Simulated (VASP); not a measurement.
Given:

```yaml
crystal:
  lattice:
    - [4.60106, 0.00000, 0.00000]
    - [0.00000, 4.60106, 0.00000]
    - [0.00000, 0.00000, 2.94125]
  atoms:
    - { symbol: Ti, position: [0.00000, 0.00000, 0.00000] }
    - { symbol: Ti, position: [0.50000, 0.50000, 0.50000] }
    - { symbol: O, position: [0.30465, 0.30465, 0.00000] }
    - { symbol: O, position: [0.80465, 0.19535, 0.50000] }
    - { symbol: O, position: [0.19535, 0.80465, 0.50000] }
    - { symbol: O, position: [0.69535, 0.69535, 0.00000] }
```

Level of theory: AM05 GGA, VASP's PBE PAW potentials (set 64) (plane waves; VASP 6.6.1). Settings: 520 eV cut-off, 6×6×8 Γ-centred mesh, tetrahedra with Blöchl corrections, potentials Ti_sv O.

The cores are frozen, which limits the accuracy of field gradients.

Question: Give the principal components of the electric field gradient (V/Å²) and the asymmetry η at each nucleus.

Answer: 
```json
[
 {"atom": "Ti1", "Vxx": "18.0", "Vyy": "3.7", "Vzz": "-21.7", "η": "0.66"},
 {"atom": "Ti2", "Vxx": "18.0", "Vyy": "3.7", "Vzz": "-21.7", "η": "0.66"},
 {"atom": "O3", "Vxx": "-20.4", "Vyy": "-2.5", "Vzz": "23.0", "η": "0.78"},
 {"atom": "O4", "Vxx": "-20.4", "Vyy": "-2.5", "Vzz": "23.0", "η": "0.78"},
 {"atom": "O5", "Vxx": "-20.4", "Vyy": "-2.5", "Vzz": "23.0", "η": "0.78"},
 {"atom": "O6", "Vxx": "-20.4", "Vyy": "-2.5", "Vzz": "23.0", "η": "0.78"}
]
```

The compound is TiO2 in the rutile structure. It was relaxed first.
